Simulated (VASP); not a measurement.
Input:

```yaml
crystal:
  lattice:
    - [0.00000, 3.25828, 3.25828]
    - [3.25828, 0.00000, 3.25828]
    - [3.25828, 3.25828, 0.00000]
  atoms:
    - { symbol: Cd, position: [0.00000, 0.00000, 0.00000] }
    - { symbol: Te, position: [0.25000, 0.25000, 0.25000] }
```

Calculation: MS2 meta-GGA, VASP's PBE PAW potentials (set 64) (plane waves; VASP 6.6.1). Numerical set-up: 520 eV cut-off, 8×8×8 Γ-centred mesh, tetrahedra with Blöchl corrections, potentials Cd Te.

Unless said otherwise, spin-orbit coupling is left out, though it shifts the bands of the heavy elements here.

### Question
What does the run give for the energy per atom (σ→0), band gap (over mesh and band path) with the smallest direct gap where there is one?

### Answer

```yaml
band gap (over mesh and band path): 1.00 eV
smallest direct gap (over mesh and band path): 1.00 eV
energy per atom (σ→0): 1.235 eV/atom
```

Total energies compare only between runs with the same potentials, cut-off and functional.

The compound is CdTe in the zinc blende structure. It was relaxed first.
